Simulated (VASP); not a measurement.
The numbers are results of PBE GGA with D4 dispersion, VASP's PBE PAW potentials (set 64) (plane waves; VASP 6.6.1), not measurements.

VASP ran on this input.

### POSCAR
```
NiSi2
1
    0.0000000000     2.7479220696     2.7479220696
    2.7479220696     0.0000000000     2.7479220696
    2.7479220696     2.7479220696     0.0000000000
Si Ni
2 1
Direct
  0.2500000000   0.2500000000   0.2500000000
  0.7500000000   0.7500000000   0.7500000000
  0.0000000000   0.0000000000   0.0000000000
```

**INCAR**
```
! general
SYSTEM  = NiSi2
PREC    = Accurate
ENCUT   = 520   ! plane-wave cut-off (eV)
LREAL   = F   ! projection in real space or not
LASPH   = T

! electronic loop
EDIFF   = 1E-7
NELM    = 100   ! most electronic steps
ALGO    = Normal
LMAXMIX = 4   ! l cut-off of mixed one-centre charges

! smearing
ISMEAR  = 1   ! Methfessel-Paxton
SIGMA   = 0.1   ! width (eV)

! functional
GGA     = PE   ! PBE
IVDW    = 13

! ions
ISIF    = 2   ! forces and stress, cell fixed

! output
LWAVE   = F
LCHARG  = F
```

KPOINTS:
```
Automatic mesh
0
Gamma
10 10 10
0 0 0
```

POTCAR, in this order: Si Ni (PBE.64 set). Program: vasp_std.

Output of the run:

OSZICAR:
```
       N       E                     dE             d eps       ncg     rms          rms(c)
DAV:   1     0.691454763992E+02    0.69145E+02   -0.79223E+03  1230   0.141E+03
DAV:   2    -0.153166307093E+02   -0.84462E+02   -0.79027E+02  1257   0.246E+02
DAV:   3    -0.192448988251E+02   -0.39283E+01   -0.38373E+01  1581   0.593E+01
DAV:   4    -0.193245036767E+02   -0.79605E-01   -0.79469E-01  1435   0.801E+00
DAV:   5    -0.193269795778E+02   -0.24759E-02   -0.24756E-02  1625   0.147E+00    0.161E+01
DAV:   6    -0.245498674838E+02   -0.52229E+01   -0.55266E+01  1331   0.184E+02    0.261E+01
DAV:   7    -0.175078364419E+02    0.70420E+01   -0.16170E+01  1457   0.114E+02    0.430E+00
DAV:   8    -0.173955155985E+02    0.11232E+00   -0.24311E+00  1753   0.273E+01    0.257E+00
DAV:   9    -0.173571769620E+02    0.38339E-01   -0.31239E-01  1542   0.111E+01    0.710E-01
DAV:  10    -0.173541005881E+02    0.30764E-02   -0.14365E-02  1581   0.272E+00    0.287E-01
DAV:  11    -0.173542684205E+02   -0.16783E-03   -0.14243E-03  1448   0.296E-01    0.567E-02
DAV:  12    -0.173543060352E+02   -0.37615E-04   -0.51050E-05  1507   0.658E-02    0.242E-02
DAV:  13    -0.173543072997E+02   -0.12645E-05   -0.28141E-05  1483   0.110E-01    0.872E-03
DAV:  14    -0.173543074422E+02   -0.14252E-06   -0.25165E-06  1527   0.126E-02    0.502E-03
DAV:  15    -0.173543074690E+02   -0.26800E-07   -0.72815E-07  1639   0.205E-02
   1 F= -.18660678E+02 E0= -.18660250E+02  d E =-.128294E-02
```

### OUTCAR
```
------------------------ aborting loop because EDIFF is reached ----------------------------------------
  Edisp (eV):   -1.30637
  FORCE on cell =-STRESS in cart. coord.  units (eV):
  Direction    XX          YY          ZZ          XY          YZ          ZX
  --------------------------------------------------------------------------------------
  Total      -2.23796    -2.23796    -2.23796     0.00000     0.00000     0.00000
  in kB     -86.40131   -86.40131   -86.40131     0.00000     0.00000     0.00000
  external pressure =      -86.40 kB  Pullay stress =        0.00 kB
  volume of cell :       41.50
      direct lattice vectors                 reciprocal lattice vectors
     0.000000000  2.747922070  2.747922070    -0.181955670  0.181955670  0.181955670
     2.747922070  0.000000000  2.747922070     0.181955670 -0.181955670  0.181955670
     2.747922070  2.747922070  0.000000000     0.181955670  0.181955670 -0.181955670
 POSITION                                       TOTAL-FORCE (eV/Angst)
 -----------------------------------------------------------------------------------
      1.37396      1.37396      1.37396        -0.000000     -0.000000     -0.000000
      4.12188      4.12188      4.12188         0.000000      0.000000      0.000000
      0.00000      0.00000      0.00000         0.000000      0.000000      0.000000
 -----------------------------------------------------------------------------------
    total drift:                                0.000000     -0.000000     -0.000000
  FREE ENERGIE OF THE ION-ELECTRON SYSTEM (eV)
  ---------------------------------------------------
  free  energy   TOTEN  =       -18.6606778311 eV

  energy  without entropy=      -18.6593948941  energy(sigma->0) =      -18.66025019
```
(Selected blocks of OUTCAR.)

File OUTCAR:
```
 val. band max:        9.6320257312   @ k =   0.3000   0.2000   0.1000

 cond. band min:       9.6554889828   @ k =  -0.4000   0.5000   0.1000


 Fermi energy:         9.6480328658

 k-point     1 :       0.0000    0.0000    0.0000
  band No.  band energies     occupation
      1      -3.6514      2.00000
      2       4.8416      2.00000
      3       4.8416      2.00000
      4       4.8416      2.00000
      5       6.4755      2.00000
      6       6.4755      2.00000
      7       9.0599      2.00000
      8      11.3632     -0.00000
      9      11.3632     -0.00000
     10      11.3632     -0.00000
     11      12.0987      0.00000
     12      12.0987      0.00000
     13      12.0987      0.00000

 k-point     2 :       0.1000    0.0000    0.0000
  band No.  band energies     occupation
      1      -3.5087      2.00000
      2       4.5196      2.00000
      3       4.8867      2.00000
      4       4.8867      2.00000
      5       6.4503      2.00000
      6       6.4503      2.00000
      7       8.9606      2.00000
      8      10.2945     -0.00000
      9      10.8080     -0.00000
     10      10.8080     -0.00000
     11      12.5932      0.00000
     12      12.5932      0.00000
     13      13.3754      0.00000

 k-point     3 :       0.2000    0.0000    0.0000
  band No.  band energies     occupation
      1      -3.0839      2.00000
      2       3.6643      2.00000
      3       5.0053      2.00000
      4       5.0053      2.00000
      5       6.4055      2.00000
      6       6.4055      2.00000
      7       7.9661      2.00000
      8      10.0509     -0.00000
      9      10.0509     -0.00000
     10      10.3416     -0.00000
     11      12.4170      0.00000
     12      12.4170      0.00000
     13      13.3556      0.00000

 k-point     4 :       0.3000    0.0000    0.0000
  band No.  band energies     occupation
      1      -2.3887      2.00000
      2       2.4595      2.00000
      3       5.1440      2.00000
...
```

The compound is NiSi2 in the fluorite structure. This cell is one point of a volume scan, at 1.06 of the reference volume. The run is not spin-polarised, so no magnetic state was tried.
